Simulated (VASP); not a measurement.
Input of a VASP 6.6.1 run:

File INCAR:

```
SYSTEM = InAs
PREC     = Accurate       ! precision mode
ENCUT    = 600            ! plane-wave cutoff, eV
EDIFF    = 1E-7           ! SCF threshold, eV
ISMEAR   = 0              ! smearing method
SIGMA    = 0.03           ! smearing width, eV
LREAL    = .False.        ! projectors in reciprocal space
LASPH    = .True.         ! aspherical terms in the spheres
NELM     = 80             ! most SCF steps
ALGO     = Normal         ! electronic algorithm
ISIF     = 3              ! what is computed and relaxed
LWAVE    = .False.        ! write WAVECAR
LCHARG   = .False.        ! write CHGCAR
GGA      = PS             ! functional
IBRION   = 2              ! ionic algorithm
NSW      = 90             ! ionic steps
EDIFFG   = -0.005         ! ionic threshold
```

The input KPOINTS:

```
regular mesh
0
Gamma
  10 10 10
  0 0 0
```

Contents of POSCAR:

```
InAs                                    
1.0
    0.0000000000      3.0454540627      3.0454540627
    3.0454540627      0.0000000000      3.0454540627
    3.0454540627      3.0454540627     -0.0000000000
  In              As            
     1     1
Direct
     0.0000000000000000    0.0000000000000000    0.0000000000000000
     0.2500000000000000    0.2500000000000000    0.2500000000000000
```

Potentials or basis: VASP PAW PBE potentials, release 64 (In_d, As).

Launch:

```bash
$ cat potpaw_PBE.64/In_d/POTCAR potpaw_PBE.64/As/POTCAR > POTCAR
$ mpirun -np 1 vasp_std > vasp.out
```

(1) Estimate the band gap on the k mesh.

Answers

(1) none (metal or under the smearing width).

Caveat: the relaxation stopped at its first step, so nothing moved; this crystal is a semiconductor, whose small gap the functional closes, so the metal is an error of the method.
